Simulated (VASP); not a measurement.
Crystal: Cr3Pd.

```
Cr Pd
1.0
     3.68970    0.00000    0.00000
     0.00000    3.68970    0.00000
     0.00000    0.00000    3.68970
Cr Pd
3 1
Cartesian
  0.0000 1.8449 1.8449
  1.8449 0.0000 1.8449
  1.8449 1.8449 0.0000
  0.0000 0.0000 0.0000
```

The cell was built by a generator and needn't be a form met in nature.

* Program: VASP 6.6.1
* Task: relaxation of cell and atoms
* Functional: PBEsol
* Potentials or basis: VASP PAW PBE potentials, release 64 (Cr_pv, Pd)
* Cutoff: 600 eV
* k mesh: 6 × 6 × 6
* Occupations: gaussian, width 0.1 eV
* Spin: no spin polarisation

At the start: pressure -8.9 GPa; volume 12.56 Å³/atom.

Question: How do energy, volume and symmetry change on relaxing?

Answer: Over 3 steps the energy falls by 13.1 meV/atom and the volume is 12.11 Å³/atom (-3.6 %); space group Pm-3m (No. 221, to 0.05 Å).

The path:
```tsv
step	energy change (eV)	largest force (eV/Å)	pressure (GPa)	volume (Å³)
1	0.0000	0.0000	-8.86	50.23
2	0.1234	0.0000	19.60	45.35
3	-0.0522	0.0000	-0.17	48.44
```

Final structure:
```yaml
crystal:
  lattice:
    - [3.64528, 0.00000, 0.00000]
    - [0.00000, 3.64528, 0.00000]
    - [0.00000, 0.00000, 3.64528]
  atoms:
    - { symbol: Cr, position: [0.00000, 0.50000, 0.50000] }
    - { symbol: Cr, position: [0.50000, 0.00000, 0.50000] }
    - { symbol: Cr, position: [0.50000, 0.50000, 0.00000] }
    - { symbol: Pd, position: [0.00000, 0.00000, 0.00000] }
```

Caveat: the PAW data sets were made with another functional, which shifts forces and pressure a little; the relaxation stopped at a loose force limit of 0.05 eV/Å, so its end isn't a converged minimum.
